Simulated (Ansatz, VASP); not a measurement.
# Cross-check of NiPS3 between VASP and Ansatz

Wanted: the spread between two codes on one cell, functional and k mesh. The cell comes out of the VASP series on this material, whose earlier steps may have relaxed, scaled or displaced it; both programs get it as it stands.

Main program and level: Ansatz 0.2.0; plane waves, with VASP 6.6.1 beside it; zone-centre phonons at PBEsol with D3(BJ), DFT+U.

### 1. The structure

Symmetry: C2/m, No. 12, monoclinic system. Conventional cell: a = 5.691 Å, b = 9.855 Å, c = 6.300 Å, α = 90.00°, β = 107.52°, γ = 90.00°. Nearest to Ni lie 6 S at 2.39 to 2.40 Å. Nearest to P lie 3 S at 2.03 to 2.04 Å and 1 P at 2.16 Å. Nearest to S lie 1 P at 2.03 Å and 2 Ni at 2.39 Å. Nearest to S lie 1 P at 2.04 Å and 2 Ni at 2.40 Å. Farther neighbours and most contacts between anions are not listed.

Coordinates:

```cif
data_structure
_symmetry_space_group_name_H-M 'C2/m'
_symmetry_Int_Tables_number 12
_cell_length_a 5.6907
_cell_length_b 9.8548
_cell_length_c 6.2996
_cell_angle_alpha 90.000
_cell_angle_beta 107.519
_cell_angle_gamma 90.000
_cell_volume 336.90
loop_
_atom_site_label
_atom_site_type_symbol
_atom_site_symmetry_multiplicity
_atom_site_Wyckoff_symbol
_atom_site_fract_x
_atom_site_fract_y
_atom_site_fract_z
_atom_site_occupancy
Ni1 Ni 4 g 0.50000 0.16706 0.00000 1
P1 P 4 i 0.06134 0.00000 0.17945 1
S1 S 8 j 0.25948 0.17482 0.25247 1
S2 S 4 i 0.26421 0.00000 0.74728 1
```

### 2. Ansatz: zone-centre phonons, PBEsol with D3(BJ), DFT+U

Ansatz runs on its default PAW (the set named soft_2) files.

Second derivatives magnify differences that forces hide, and they need a tight electronic threshold.

input.yaml

```yaml
crystal:
  lattice:
    - [2.8453685117, -4.9274063085, -0.0028775339]
    - [2.8453685117, 4.9274063085, -0.0028775339]
    - [-1.8902062692, 0.0, 6.009356176]
  atoms:
    - { symbol: Ni, position: [0.3329366591, 0.6670633409, 0.0], spin: 1.386 }
    - { symbol: Ni, position: [0.6670633409, 0.3329366591, 0.0], spin: 1.386 }
    - { symbol: P, position: [0.0613380312, 0.0613380312, 0.1794464306], spin: 0.011 }
    - { symbol: P, position: [0.9386619688, 0.9386619688, 0.8205535694], spin: 0.011 }
    - { symbol: S, position: [0.0846527377, 0.4343018922, 0.2524713708], spin: 0.117 }
    - { symbol: S, position: [0.5656981078, 0.9153472623, 0.7475286292], spin: 0.117 }
    - { symbol: S, position: [0.2642063195, 0.2642063195, 0.7472822922], spin: 0.118 }
    - { symbol: S, position: [0.7357936805, 0.7357936805, 0.2527177078], spin: 0.118 }
    - { symbol: S, position: [0.4343018922, 0.0846527377, 0.2524713708], spin: 0.117 }
    - { symbol: S, position: [0.9153472623, 0.5656981078, 0.7475286292], spin: 0.117 }
hamiltonian:
  xc: pbesol
  pseudopotentials: { kind: paw }
  dispersion: d3bj
  hubbard: { sites: [{ species: Ni, l: d, u_eff: 4.0 }] }
magnetization:
  spin_polarized: true
kpoints:
  mp_grid: { grid: [5, 5, 4] }
scf:
  occupations: { method: gaussian, width: 0.05 }
phonons:
  method: dfpt
  qpoints: [[0, 0, 0]]
```

Run with:

```bash
> ansatz run input.yaml --threads 4 --pin off --max-ram 9216MiB --backend cpu --events-out ev --progress --plain --runs-dir out
```

Numbers of over 12 decimals in the logs are rounded to 6 here.

Output:

```text
Ni: projections on atomic orbitals take those of the free atom [Ne] 3s2 3p6 3d8 4s2, of charge +0.00 (hamiltonian.pseudopotentials.projection_atoms); the dataset's partial waves leave at most 1.6e-6 of an orbital's norm unspanned inside its sphere
P: projections on atomic orbitals take those of the free atom [Ne] 3s2 3p3, of charge +0.00 (hamiltonian.pseudopotentials.projection_atoms); the dataset's partial waves leave at most 1.0e-7 of an orbital's norm unspanned inside its sphere
S: projections on atomic orbitals take those of the free atom [Ne] 3s2 3p4, of charge +0.00 (hamiltonian.pseudopotentials.projection_atoms); the dataset's partial waves leave at most 1.6e-7 of an orbital's norm unspanned inside its sphere
Engine: ansatz 0.2.0, x86_64-unknown-linux-gnu
Pseudopotentials: kind: paw
Pseudopotential: Ni, paw, valence charge 18, recommended cutoff 420 eV (normal), Ni.paw.azcp
Pseudopotential: P, paw, valence charge 5, recommended cutoff 420 eV (normal), P.paw.azcp
Pseudopotential: S, paw, valence charge 6, recommended cutoff 420 eV (normal), S.paw.azcp
Functional definition: PBEsol
  exchange = pbesol_x
  correlation = pbesol_c
Crystal: 10 atoms, lattice volume = 168.452 Å³
Basis set: ecut = 420 eV, 3317 PW (Γ), exchange–correlation on 80×80×90 points (8 copies of the dense FFT grid, shifted against one another)
Bands: 53, of which v1, the nominal top of the filled ones, is band 41 counted from 1 (40 counted from 0)
Symmetry: 4 space group operations
Space group: C2/m (ITA 12), of the structure as read, at distance tolerance 5.5e-5 Å
Magnetic group: BNS 12.58 (UNI 65), of the structure as read, at distance tolerance 5.5e-5 Å
k-points: 33 of 100
Non-local potential: Ni, projectors of the file, l = 0: 3, l = 1: 2, l = 2: 3, l = 3: 1
Non-local potential: P, projectors of the file, l = 0: 2, l = 1: 2, l = 2: 2
Non-local potential: S, projectors of the file, l = 0: 2, l = 1: 2, l = 2: 2
PAW form: soft (Blöchl's): semilocal exchange-correlation on the pseudo side does not see the compensation charge
PAW frozen core: Ni, regenerated for the run's functional, and the local potential with it (the file was generated under x = pbe(κ = 0.804, μ = 0.219515), c = pbe(β = 0.066725))
PAW frozen core: P, regenerated for the run's functional, and the local potential with it (the file was generated under x = pbe(κ = 0.804, μ = 0.219515), c = pbe(β = 0.066725))
PAW frozen core: S, regenerated for the run's functional, and the local potential with it (the file was generated under x = pbe(κ = 0.804, μ = 0.219515), c = pbe(β = 0.066725))
PAW one-centre angular grid: Ni, 590 points (default); XC on 64 Gauss nodes
PAW one-centre angular grid: P, 110 points (default); XC on 64 Gauss nodes
PAW one-centre angular grid: S, 110 points (default); XC on 64 Gauss nodes
Initial density: superposition of atomic densities (chi_scale 0.1, normalization cell, long waves kept (reshape's long-wave potential 0.09 eV rms))
Starting moments: Σ|m| = 3.498 μB on 10 of 10 sites
Initial wavefunctions: pseudopotential atomic-orbital guess
Functional: x = pbesol(κ = 0.804, μ = 0.123457), c = pbesol(β = 0.046)
SCF 1 converged in 19 iterations: F = -18402.262705 eV  dr2 = 1.93e-9
  greatest PAW one-centre occupation: 1.002 electrons in one spin orbital (limit 2), on the Ni atom at site 1 (counted from 0), in its partial waves of l = 1
k-points: 51 of 100 (irreducible under 1 space group operation, time reversal used)
Initial density: read from a saved state, or passed on in memory by an earlier SCF of this step, an earlier step, the calling program or the single point that the run made first
Starting moments: Σ|m| = 3.498 μB on 10 of 10 sites; this step starts from the density that it was given
iter 1 solved again at ethr=5.13e-6 eV; its pass at ethr=3.10e-3 eV (dr2=4.21e-3 eV) is discarded
SCF iter   1: F=—  HF=-18402.262646 eV  |F-HF|=—  |Δ(HF+E_count)|=         —  Δρ=4.33e-6 (↑4.33e-6 ↓3.48e-6)  dr2=7.55e-8  dr2_m=1.65e-9  M=4.000 μB ∫|m|=4.113 μB  β_m=0.30  ethr=5.13e-6  ⟨swp⟩=3.0  Hψ=41482  notcnv=0
eigensolver tolerance schedule: the retry pair's looser diagonalisation over-reported the residual by 55735.58 of it (diagonalisation noise at an unbounded share of the residual, at the tolerance the schedule requests for it); recorded, not acted on — ethr = c·dr2/N_el stays at c = 1.0e-1
preconditioner: auto → Resta (q_TF=auto, 2.420 Å⁻¹)  ε∞=6.8  [insulator: Δε(μ)=0.534 eV  Ē_g=9.680 eV  σ=0.050 eV  W_gap=1.00  n_scr=38 (ndim 8)  ℏωp=23.2 eV  f_vac=0.010  D(μ)=0.00/eV (n_scr^D=0)  ε∞_Penn≈6.8]
spin=Collinear: Resta preconditioning applied to the charge; magnetization (m = ρ↑ − ρ↓) channel mixes plain (no charge-response kernel on spin).
SCF iter   2: F=—  HF=-18402.262705 eV  |F-HF|=—  |Δ(HF+E_count)|=   5.92e-5  Δρ=1.30e-6 (↑1.25e-6 ↓1.30e-6)  dr2=1.03e-8  dr2_m=2.82e-10  M=4.000 μB ∫|m|=4.113 μB  β_m=0.26  ethr=9.21e-11  ⟨swp⟩=4.9  Hψ=17669  notcnv=0
SCF iter   3: F=—  HF=-18402.262705 eV  |F-HF|=—  |Δ(HF+E_count)|=   1.21e-9  Δρ=9.47e-7 (↑9.47e-7 ↓6.96e-7)  dr2=4.04e-9  dr2_m=6.21e-11  M=4.000 μB ∫|m|=4.113 μB  β_m=0.28  ethr=1.26e-11  ⟨swp⟩=1.8  Hψ=6227  notcnv=0
SCF iter   4: F=—  HF=-18402.262705 eV  |F-HF|=—  |Δ(HF+E_count)|=  3.71e-10  Δρ=7.61e-7 (↑7.61e-7 ↓5.68e-7)  dr2=2.44e-9  dr2_m=4.70e-11  M=4.000 μB ∫|m|=4.113 μB  β_m=0.64  ethr=4.93e-12  ⟨swp⟩=1.3  Hψ=5546  notcnv=0
SCF iter   5: F=—  HF=-18402.262705 eV  |F-HF|=—  |Δ(HF+E_count)|=  4.04e-10  Δρ=1.78e-7 (↑9.60e-8 ↓1.78e-7)  dr2=6.20e-11  dr2_m=6.87e-12  M=4.000 μB ∫|m|=4.113 μB  β_m=0.82  ethr=2.97e-12  ⟨swp⟩=2.1  Hψ=8550  notcnv=0
SCF iter   6: F=—  HF=-18402.262705 eV  |F-HF|=—  |Δ(HF+E_count)|=  1.67e-10  Δρ=3.69e-7 (↑2.96e-7 ↓3.69e-7)  dr2=5.27e-10  dr2_m=2.33e-11  M=4.000 μB ∫|m|=4.113 μB  β_m=0.82  ethr=1.00e-12  ⟨swp⟩=2.6  Hψ=8363  notcnv=0
SCF iter   7: F=—  HF=-18402.262705 eV  |F-HF|=—  |Δ(HF+E_count)|=  4.00e-11  Δρ=3.36e-7 (↑3.36e-7 ↓2.48e-7)  dr2=4.13e-10  dr2_m=8.11e-12  M=4.000 μB ∫|m|=4.113 μB  β_m=0.91  ethr=1.00e-12  ⟨swp⟩=1.1  Hψ=5412  notcnv=0
SCF iter   8: F=—  HF=-18402.262705 eV  |F-HF|=—  |Δ(HF+E_count)|=  2.91e-11  Δρ=2.85e-7 (↑2.85e-7 ↓2.03e-7)  dr2=2.75e-10  dr2_m=4.05e-12  M=4.000 μB ∫|m|=4.113 μB  β_m=0.96  ethr=1.00e-12  ⟨swp⟩=1.2  Hψ=5466  notcnv=0
SCF iter   9: F=—  HF=-18402.262705 eV  |F-HF|=—  |Δ(HF+E_count)|=  4.37e-11  Δρ=2.05e-7 (↑2.05e-7 ↓1.47e-7)  dr2=1.49e-10  dr2_m=2.25e-12  M=4.000 μB ∫|m|=4.113 μB  β_m=0.98  ethr=1.00e-12  ⟨swp⟩=1.3  Hψ=5498  notcnv=0
SCF iter  10: F=—  HF=-18402.262705 eV  |F-HF|=—  |Δ(HF+E_count)|=  4.37e-11  Δρ=5.94e-8 (↑3.00e-8 ↓5.94e-8)  dr2=1.01e-11  dr2_m=3.68e-13  M=4.000 μB ∫|m|=4.113 μB  β_m=0.99  ethr=1.00e-12  ⟨swp⟩=1.3  Hψ=5632  notcnv=0
SCF iter  11: F=-18402.262705 eV  HF=-18402.262705 eV  |F-HF|=3.64e-12  |Δ(HF+E_count)|=    0.00e0  Δρ=1.34e-8 (↑4.73e-9 ↓1.34e-8)  dr2=6.68e-13  dr2_m=4.49e-14  M=4.000 μB ∫|m|=4.113 μB  ethr=1.00e-12  ⟨swp⟩=7.9  Hψ=27231  notcnv=0
SCF 2 converged in 11 iterations: F = -18402.262705 eV  dr2 = 6.68e-13
NSCF: frozen V_eff on 33 k-points
NSCF: frozen V_eff on 33 k-points
DFPT response loops at q = (0, 0, 0) (fractional): preconditioner auto → Resta (q_TF=auto, 2.420 Å⁻¹)  ε∞=6.5 (no band partly filled); β = 1.00, the filter's whole step (`scf.mixing.beta` (0.30) is not read by the response loops at its default; to damp them type it under 1.00, their step now; it binds the ground state too); Anderson in place of MSR1
SCF converged after 11 iterations
Magnetization: 4.0000 μB (43.0000 up, 39.0000 down)
Absolute magnetization: 4.1109 μB (∫|ρ↑−ρ↓|, with the PAW one-centre terms)
Spin contamination: 0.0130 ħ² per cell (⟨S²⟩ above its minimum at these occupations)
Per-site moments (μB) at R_I (Å): [(1.355258, 0.986517), (1.355258, 0.986517), (0.022165, 0.839212), (0.022165, 0.839212), (0.102420, 0.839212), (0.102420, 0.839212), (0.104480, 0.841333), (0.104480, 0.841333), (0.102420, 0.839212), (0.102420, 0.839212)]
Free energy (F): -18402.262705 eV
Harris-Foulkes:  -18402.262705 eV  (|F-HF|=3.64e-12)
Internal energy: -18402.262705 eV  (E = F + TS)
E sigma→0 (E₀):  -18402.262705 eV
Fermi energy:    8.814609 eV
--- Per-component energies (eV) ---
  E_band       = -878.071607
  E_kinetic    = 1352.511022
  E_local      = -12413.702618  (includes V_loc(G=0)·N_el)
  E_nonlocal   = 1523.673082
  E_hartree    = 5327.727998
  E_xc         = -869.565544
  E_vxc        = -866.665058  (∫ρ·V_xc dr)
  E_hubbard    = 2.236536  (on-site DFT+U / exact-exchange correction)
  E_vhub       = -29.814445  (the Hubbard potential's part of the band-sum identity)
  E_paw        = -7808.269729  (= ΣΔE_a)
  E_vpaw       = -1099.530714  (= ΣTr[D̂ρ^β])
  E_aug_tail   = 0.001038  (compensation charges beyond the density's cutoff)
  E_ewald      = -5514.814785
  E_disp       = -2.918170  (pairwise vdW)
  E_core_change = 0.858466  (= ΣΔE_core)
  E_smearing   = -0.000000  (= −TS)
  E_closure    = -0.000000  (closes the sum)
  Σ components = -18402.262705   (vs F -18402.262705, Δ=0.00e0)
--- Band table (eV; the first three rows and the last of 102) ---
  k-point 0 ↑: bands = [... 37 lower, 7.0289, 7.1377, 7.3565, 7.5010, 8.1961, 8.2644, 10.9544, 11.1967, ... 8 higher]
  k-point 1 ↑: bands = [... 37 lower, 7.1461, 7.1950, 7.3611, 7.3766, 8.2702, 8.2948, 10.9389, 11.3771, ... 8 higher]
  k-point 2 ↑: bands = [... 37 lower, 6.9404, 7.1223, 7.2527, 7.4222, 8.2776, 8.3871, 10.9908, 11.3502, ... 8 higher]
  k-point 50 ↓: bands = [... 37 lower, 7.1358, 7.2156, 9.2303, 9.6343, 9.8350, 10.1479, 10.9081, 11.4133, ... 8 higher]
Occupation matrices written to <dir>
--- Phonons (Γ-DFPT): 12 representative perturbations + reference (Σ response iterations 74) ---
  ASR residual: 8.461e-5 → 0.000e0 eV/Å²; symmetrization residual: 5.183e-6 eV/Å²
  pairwise dispersion correction: d3bj (s6 = 1.0, s8 = 2.9491, a1 = 0.4466, a2_bohr = 6.1742), with the weights of each atom's references fixed at the reference crystal's, and the forces and stress that the weights' published response gives there kept as a pressure on the atom's counted neighbours (hamiltonian.dispersion)
  ASR residual per site (eV/Å²): 6.73e-5 6.73e-5 6.96e-5 6.96e-5 8.02e-5 8.02e-5 8.46e-5 8.46e-5 8.02e-5 8.02e-5
  Γ frequencies (cm⁻¹): 0.00 0.00 0.00 106.64 141.96 143.31 155.07 185.32 185.57 189.20 189.40 201.59 204.55 238.58 243.35 247.66 251.98 268.14 269.95 271.89 272.72 277.42 285.78 378.69 424.81 554.65 557.14 565.28 566.49 571.22
  non-analytic LO–TO correction: not included (Born effective charges unavailable; polar crystals: no LO–TO splitting at Γ)
--- Phonons (arbitrary-q DFPT): 1 explicit q-point ---
  q = [0, 0, 0] (of the zone-centre solve; hermiticity 4.48e-7, symmetrization 2.92e-14): -0.00 -0.00 -0.00 106.64 141.96 143.31 155.07 185.32 185.57 189.20 189.40 201.59 204.55 238.58 243.35 247.66 251.98 268.14 269.95 271.89 272.72 277.42 285.78 378.69 424.81 554.65 557.14 565.28 566.49 571.22
  sum rule: each row above includes the acoustic sum rule's correction from the zone centre's row sums; it moved no ω² by more than (0.85 cm⁻¹)²
```

Elapsed: 5.2 min, on 4 threads of Intel Xeon Platinum 8488C (Sapphire Rapids), shared host; peak memory 5.9 GiB; 18 min of CPU time.

Reading the cycles: dr2 is the Hartree energy of the density residual (eV), the measure of convergence; HF is the Harris–Foulkes estimate of the energy, which meets the free energy F at convergence.

[end of part 1 of 3]

[Lines on the potential files, build, host, timing and source positions are cut from VASP's logs without a mark.]

[Logs are printed without paths, hosts, clocks, repeated set-up lines and the standing remarks that a program may print on its own settings, such as how far it seeks lower states.]

[Hosts, paths, dates, database ids (printed as entryN), source tags and the programs' standing remarks are cut or masked in the printed files.]
